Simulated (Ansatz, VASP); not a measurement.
# Al3GaN4 in two plane-wave programs

Aim: how closely do two programs agree when they are given the same cell, functional and k mesh? The cell is taken from a series of runs on this material, whose earlier steps may have relaxed, scaled, displaced or heated it; both programs get it as it stands.

Program: Ansatz 0.2.0. Level of theory: plane waves, with VASP 6.6.1 beside it; G0W0 gap at PBEsol. Results are calculated unless marked as measured.

### 1. Starting point

The structure is cubic, space group P-43m (No. 215). The conventional cell has a = 4.401 Å, b = 4.401 Å, c = 4.401 Å, α = 90.00°, β = 90.00°, γ = 90.00°. Nearest to Al lie 4 N at 1.89 Å. Nearest to Ga lie 4 N at 1.95 Å. Nearest to N lie 3 Al at 1.89 Å and 1 Ga at 1.95 Å. Farther neighbours and most contacts between anions are not listed.

As a file:

```
Al Ga N
1.0
     8.80288    0.00000    0.00000
     0.00000    4.40144    0.00000
     0.00000    0.00000    4.40144
Al Ga N
6 2 8
Cartesian
  2.2007 2.2007 0.0000
  2.2007 0.0000 2.2007
  0.0000 2.2007 2.2007
  6.6022 2.2007 0.0000
  6.6022 0.0000 2.2007
  4.4014 2.2007 2.2007
  0.0000 0.0000 0.0000
  4.4014 0.0000 0.0000
  3.2754 3.2754 1.1260
  3.2754 1.1260 3.2754
  1.1260 3.2754 3.2754
  1.1260 1.1260 1.1260
  7.6768 3.2754 1.1260
  7.6768 1.1260 3.2754
  5.5275 3.2754 3.2754
  5.5275 1.1260 1.1260
```

### 2. Ansatz: G0W0 gap, PBEsol

Ansatz runs on its default PAW (the set named soft_2) files.

Quasiparticle shifts depend on high empty states and on the cores, so they are the hardest test of two PAW sets.

Contents of input.yaml:

```yaml
crystal:
  lattice:
    - [8.80287706, 0.0, 0.0]
    - [0.0, 4.40143853, 0.0]
    - [0.0, 0.0, 4.40143853]
  atoms:
    - { symbol: Al, position: [0.25, 0.5, 0.0] }
    - { symbol: Al, position: [0.25, 0.0, 0.5] }
    - { symbol: Al, position: [0.0, 0.5, 0.5] }
    - { symbol: Ga, position: [0.0, 0.0, 0.0] }
    - { symbol: "N", position: [0.372081715, 0.74416343, 0.25583657] }
    - { symbol: "N", position: [0.372081715, 0.25583657, 0.74416343] }
    - { symbol: "N", position: [0.127918285, 0.74416343, 0.74416343] }
    - { symbol: "N", position: [0.127918285, 0.25583657, 0.25583657] }
    - { symbol: Al, position: [0.75, 0.5, 0.0] }
    - { symbol: Al, position: [0.75, 0.0, 0.5] }
    - { symbol: Al, position: [0.5, 0.5, 0.5] }
    - { symbol: Ga, position: [0.5, 0.0, 0.0] }
    - { symbol: "N", position: [0.872081715, 0.74416343, 0.25583657] }
    - { symbol: "N", position: [0.872081715, 0.25583657, 0.74416343] }
    - { symbol: "N", position: [0.627918285, 0.74416343, 0.74416343] }
    - { symbol: "N", position: [0.627918285, 0.25583657, 0.25583657] }
kpoints:
  mp_grid: { grid: [1, 2, 2] }
hamiltonian:
  xc: pbesol
scf:
  occupations: { method: fixed }
gw:
  n_empty_bands: 178
  ecut_chi: 60.0
  qp_bands: [v1, c1]
  qp_kpoints: band_edges
  screening: { model: contour_deformation }
```

On the command line:

```bash
ansatz run input.yaml --threads 16 --pin off --max-ram 36864MiB --backend cpu --events-out ev --progress --plain --runs-dir out
```

Numbers of over 12 decimals in the logs are rounded to 6 here.

The log of the run:

```text
Engine: ansatz 0.2.0, aarch64-unknown-linux-gnu
Pseudopotentials: kind: paw
Pseudopotential: Al, paw, valence charge 3, recommended cutoff 420 eV (normal), Al.paw.azcp
Pseudopotential: Ga, paw, valence charge 13, recommended cutoff 420 eV (normal), Ga.paw.azcp
Pseudopotential: N, paw, valence charge 5, recommended cutoff 420 eV (normal), N.paw.azcp
Functional definition: PBEsol
  exchange = pbesol_x
  correlation = pbesol_c
Crystal: 16 atoms, lattice volume = 170.535 Å³
Basis set: ecut = 420 eV, 3397 PW (Γ)
Bands: 58, of which v1, the nominal top of the filled ones, is band 42 counted from 1 (41 counted from 0)
Symmetry: 16 space group operations
Space group: P-43m (ITA 215), of the structure as read, at distance tolerance 5.5e-5 Å
k-points: 3 of 4
Non-local potential: Al, projectors of the file, l = 0: 2, l = 1: 2, l = 2: 1
Non-local potential: Ga, projectors of the file, l = 0: 2, l = 1: 2, l = 2: 3, l = 3: 1
Non-local potential: N, projectors of the file, l = 0: 2, l = 1: 2, l = 2: 1
PAW form: soft (Blöchl's): semilocal exchange-correlation on the pseudo side does not see the compensation charge
PAW frozen core: Al, regenerated for the run's functional, and the local potential with it (the file was generated under x = pbe(κ = 0.804, μ = 0.219515), c = pbe(β = 0.066725))
PAW frozen core: Ga, regenerated for the run's functional, and the local potential with it (the file was generated under x = pbe(κ = 0.804, μ = 0.219515), c = pbe(β = 0.066725))
PAW frozen core: N, regenerated for the run's functional, and the local potential with it (the file was generated under x = pbe(κ = 0.804, μ = 0.219515), c = pbe(β = 0.066725))
PAW one-centre angular grid: Al, 110 points (default); XC on 64 Gauss nodes
PAW one-centre angular grid: Ga, 590 points (default); XC on 64 Gauss nodes
PAW one-centre angular grid: N, 110 points (default); XC on 64 Gauss nodes
Initial density: superposition of atomic densities (neutral atoms: chi_scale 0, normalization atom), corrected by the library's trained network
Initial wavefunctions: pseudopotential atomic-orbital guess
Functional: x = pbesol(κ = 0.804, μ = 0.123457), c = pbesol(β = 0.046)
SCF iter   1: F=—  HF=-13680.882832 eV  |F-HF|=—  |Δ(HF+E_count)|=         —  Δρ=8.96e-3  dr2=1.34e-1  ethr=1.77e-3  ⟨swp⟩=5.0  Hψ=612  notcnv=0  defer=37
preconditioner: auto → Resta (q_TF=auto, 2.425 Å⁻¹)  ε∞=4.1  [insulator: Δε(μ)=3.189 eV  Ē_g=14.749 eV  n_scr=38 (ndim 8)  ℏωp=26.1 eV  f_vac=0.000  ε∞_Penn≈4.1]
SCF iter   2: F=—  HF=-13680.843585 eV  |F-HF|=—  |Δ(HF+E_count)|=   3.92e-2  Δρ=1.36e-3  dr2=2.92e-3  ethr=1.60e-4  ⟨swp⟩=2.0  Hψ=264  notcnv=0  defer=39
SCF iter   3: F=—  HF=-13680.843171 eV  |F-HF|=—  |Δ(HF+E_count)|=   4.14e-4  Δρ=6.56e-4  dr2=6.02e-4  ethr=3.47e-6  ⟨swp⟩=2.7  Hψ=235  notcnv=0  defer=39
SCF iter   4: F=—  HF=-13680.843106 eV  |F-HF|=—  |Δ(HF+E_count)|=   6.56e-5  Δρ=8.70e-5  dr2=8.52e-6  ethr=7.17e-7  ⟨swp⟩=2.7  Hψ=252  notcnv=0  defer=34
SCF iter   5: F=—  HF=-13680.843110 eV  |F-HF|=—  |Δ(HF+E_count)|=   4.33e-6  Δρ=2.63e-5  dr2=8.04e-7  ethr=1.01e-8  ⟨swp⟩=2.0  Hψ=225  notcnv=0  defer=31
SCF iter   6: F=-13680.843109 eV  HF=-13680.843109 eV  |F-HF|=2.83e-8  |Δ(HF+E_count)|=   1.12e-6  Δρ=9.11e-6  dr2=9.54e-8  ethr=1.19e-10  ⟨swp⟩=29.0  Hψ=940  notcnv=0
SCF 1 converged in 6 iterations: F = -13680.843109 eV  dr2 = 9.54e-8
  greatest PAW one-centre occupation: 0.995 electrons in one spin orbital (limit 2), on the Ga atom at site 11 (counted from 0), in its partial waves of l = 2
NSCF: frozen V_eff on 3 k-points
G₀W₀ screening: q 1/3
[... further progress lines ...]
NSCF: frozen V_eff on 1 k-points
NSCF: frozen V_eff on 1 k-points
[...]
SCF converged after 6 iterations
Free energy (F): -13680.843109 eV
Harris-Foulkes:  -13680.843109 eV  (|F-HF|=2.83e-8)
Internal energy: -13680.843109 eV  (E = F + TS)
E sigma→0 (E₀):  -13680.843109 eV
Fermi energy:    7.574665 eV
--- Per-component energies (eV) ---
  E_band       = 47.164131
  E_kinetic    = 1447.474257
  E_local      = -6123.189769  (includes V_loc(G=0)·N_el)
  E_nonlocal   = 1284.972311
  E_hartree    = 2682.492987
  E_xc         = -859.333670
  E_vxc        = -912.281691  (∫ρ·V_xc dr)
  E_paw        = -7619.012369  (= ΣΔE_a)
  E_vpaw       = -1014.789998  (= ΣTr[D̂ρ^β])
  E_aug_tail   = 0.000648  (compensation charges beyond the density's cutoff)
  E_ewald      = -4496.313082
  E_core_change = 2.065580  (= ΣΔE_core)
  E_smearing   = -0.000000  (= −TS)
  E_closure    = 0.000000  (closes the sum)
  Σ components = -13680.843109   (vs F -13680.843109, Δ=0.00e0)
--- Band table (eV) ---
  k-point 0: bands = [... 38 lower, 6.6326, 7.5747, 7.5747, 7.5747, 10.8819, 10.8819, 10.8819, 11.0072, ... 12 higher]
  k-point 1: bands = [... 38 lower, 6.7337, 7.0284, 7.0447, 7.0447, 13.0969, 13.1599, 13.6210, 13.6210, ... 12 higher]
  k-point 2: bands = [... 38 lower, 7.0447, 7.2036, 7.2036, 7.2036, 13.0198, 14.4950, 14.4950, 14.4950, ... 12 higher]
--- G₀W₀: contour deformation, 5 samples at zero and on the imaginary axis and 1 off it, 4 q-points, 178 empty bands' worth ---
  eigenvalues of the whole cell's RPA ε∞ on this k-mesh (on a slab, of 1 + 4πα/V) = 6.1221, 6.1221, 6.1221; static W/v taken at q = 0 is 0.163343
  gw.qp_kpoints: band_edges: 3 of 3 stored k-points solved, in 1 pass; an edge of the gap read off the rows below is read off those points alone
    ik  band        ε_KS         Σx   Σc(E_QP)       V_xc       Z   E_QP_lin       E_QP  E_QP is
     0    42      7.5747   -22.0906     3.8709   -17.9820  0.7715     7.3363     7.3370  root
     0    43     10.8819    -6.8583    -3.9593   -11.4504  0.8110    11.5195    11.5147  root
     1    42      7.0447   -22.0086     3.8542   -17.8619  0.7693     6.7510     6.7522  root
     1    43     13.0969    -8.4881    -4.2054   -13.6397  0.7955    14.0566    14.0431  root
     2    42      7.2036   -22.2908     3.8178   -18.1921  0.7703     6.9216     6.9227  root
     2    43     13.0198    -9.7110    -4.3864   -15.3946  0.8041    14.3413    14.3170  root
```

### 3. VASP: G0W0 gap, PBEsol

The same cell, functional and mesh now go to VASP, with its own data sets.

Lines of VASP's logs that name or quote its potential files are left out, and so is its time.

The run reads the wave functions of an earlier VASP run, which isn't shown here.

Contents of INCAR:

```
SYSTEM = Al3GaN4
PREC = Accurate
ENCUT = 450
ISMEAR = 0
SIGMA = 0.01
LREAL = .FALSE.
GGA = PS
NBANDS = 220
ALGO = EVGW0
NELMGW = 1
ENCUTGW = 60
NOMEGA = 64
PRECFOCK = Fast
NBANDSGW = 50
LWAVE = .FALSE.
LCHARG = .FALSE.
```

Contents of POSCAR:

```
Al3GaN4
1.0
    8.8028770600      0.0000000000      0.0000000000
    0.0000000000      4.4014385300      0.0000000000
    0.0000000000      0.0000000000      4.4014385300
Al Ga N
6 2 8
Direct
    0.2500000000      0.5000000000      0.0000000000
    0.2500000000      0.0000000000      0.5000000000
    0.0000000000      0.5000000000      0.5000000000
    0.7500000000      0.5000000000      0.0000000000
    0.7500000000      0.0000000000      0.5000000000
    0.5000000000      0.5000000000      0.5000000000
    0.0000000000      0.0000000000      0.0000000000
    0.5000000000      0.0000000000      0.0000000000
    0.3720817150      0.7441634300      0.2558365700
    0.3720817150      0.2558365700      0.7441634300
    0.1279182850      0.7441634300      0.7441634300
    0.1279182850      0.2558365700      0.2558365700
    0.8720817150      0.7441634300      0.2558365700
    0.8720817150      0.2558365700      0.7441634300
    0.6279182850      0.7441634300      0.7441634300
    0.6279182850      0.2558365700      0.2558365700
```

Contents of KPOINTS:

```
Automatic mesh
0
Gamma
1 2 2
0 0 0
```

Potentials, in the order of the species: Al_GW, Ga_d_GW and N_GW (PBE family, release 64).

On the command line:

```bash
export OMP_NUM_THREADS=5
mpirun -np 1 vasp_std
```

The log of the run:

```text
[banner, memory and clock lines left out]
running    1 mpi-ranks, on    1 nodes
 distrk:  each k-point on    1 cores,    1 groups
 distr:  one band on    1 cores,    1 groups
 Offloading initialized ...    1 GPUs detected
 POSCAR found type information on POSCAR AlGaN
 POSCAR found :  3 types and      16 ions
|                                                                             |
|               ----> ADVICE to this user running VASP <----                  |
|                                                                             |
|     You enforced a specific xc type in the INCAR file but a different       |
|     [... a line on the potential file left out ...]
|     I HOPE YOU KNOW WHAT YOU ARE DOING!                                     |
|                                                                             |

|                                                                             |
|           W    W    AA    RRRRR   N    N  II  N    N   GGGG   !!!           |
|           W    W   A  A   R    R  NN   N  II  NN   N  G    G  !!!           |
|           W    W  A    A  R    R  N N  N  II  N N  N  G       !!!           |
|           W WW W  AAAAAA  RRRRR   N  N N  II  N  N N  G  GGG   !            |
|           WW  WW  A    A  R   R   N   NN  II  N   NN  G    G                |
|           W    W  A    A  R    R  N    N  II  N    N   GGGG   !!!           |
|                                                                             |
|     The default for ENCUTGWSOFT is different in this version of VASP.       |
|     please manually set ENCUTGWSOFT =60 in the INCAR file.                  |
|                                                                             |

 LDA part: xc-table for (Slater+PW92), standard interpolation
 found WAVECAR, reading the header
 POSCAR, INCAR and KPOINTS ok, starting setup
 FFT: planning ... GRIDC
 FFT: planning ... GRID_SOFT
 FFT: planning ... GRID
 reading WAVECAR
 the WAVECAR file was read successfully
 initial charge from wavefunction
 available memory per node:   1584.23 GB, setting MAXMEM to   1622253

 The Fermi energy was updated, please check that it is located mid-gap
 values below the HOMO (VB) or above the LUMO (CB) will cause erroneous energies
 E-fermi :   6.5290

 calculate exact exchange contribution
 the WAVEDER file was read successfully
energies w=
    0.000    0.000    0.582    0.000    1.162    0.000    1.739    0.000
    2.313    0.000    2.882    0.000    3.445    0.000    4.002    0.000
    4.551    0.000    5.094    0.000    5.628    0.000    6.156    0.000
    6.676    0.000    7.189    0.000    7.696    0.000    8.196    0.000
    8.692    0.000    9.183    0.000    9.670    0.000   10.155    0.000
   10.638    0.000   11.120    0.000   11.602    0.000   12.086    0.000
   12.573    0.000   13.063    0.000   13.558    0.000   14.060    0.000
   14.571    0.000   15.091    0.000   15.622    0.000   16.168    0.000
   16.729    0.000   17.308    0.000   17.909    0.000   18.533    0.000
   19.184    0.000   19.866    0.000   20.583    0.000   21.341    0.000
   22.145    0.000   23.002    0.000   23.920    0.000   24.907    0.000
   25.976    0.000   27.138    0.000   28.412    0.000   29.815    0.000
   31.373    0.000   33.116    0.000   35.081    0.000   37.319    0.000
   39.892    0.000   42.886    0.000   46.417    0.000   50.645    0.000
   55.798    0.000   62.219    0.000   70.434    0.000   81.311    0.000
   96.370    0.000  118.563    0.000  154.455    0.000  222.202    0.000
 responsefunction array rank=     190
 LDA part: xc-table for (Slater+PW92), standard interpolation

 min. memory requirement per mpi rank    243.8 MB, per node    243.8 MB

 allocating  64 responsefunctions rank=   190
 shmem allocating  64 responsefunctions rank=   190
 response function shared by NCSHMEM nodes    1
 Doing            64  frequencies on each core in blocks of            64
NQ=   1    0.0000    0.0000    0.0000,
|.........|.........|.........|.........|.........|.........|.........|.........
 performed        125000 updates of chi_q(r,r)
 total number of BLAS operations         30.82 Gflops
NQ=   2    0.0000    0.5000    0.0000,
|.........|.........|.........|.........|.........|.........|.........|.........
 performed        272000 updates of chi_q(r,r)
 total number of BLAS operations         73.51 Gflops
NQ=   3    0.0000    0.5000    0.5000,
|.........|.........|.........|.........|.........|.........|.........|.........
 performed        397000 updates of chi_q(r,r)
 total number of BLAS operations        107.58 Gflops
 resolving degeneracies of screened two electron integrals

 calculate QP shifts <psi_nk| G(iteration)W_0 |psi_nk>: iteration 1
 entering main loop
```

[end of part 1 of 2]

[Lines on the potential files, build, host, timing and source positions are cut from VASP's logs without a mark.]

[Logs are printed without paths, hosts, clocks, repeated set-up lines and the standing remarks that a program may print on its own settings, such as how far it seeks lower states.]

[Hosts, paths, dates, database ids (printed as entryN), source tags and the programs' standing remarks are cut or masked in the printed files.]
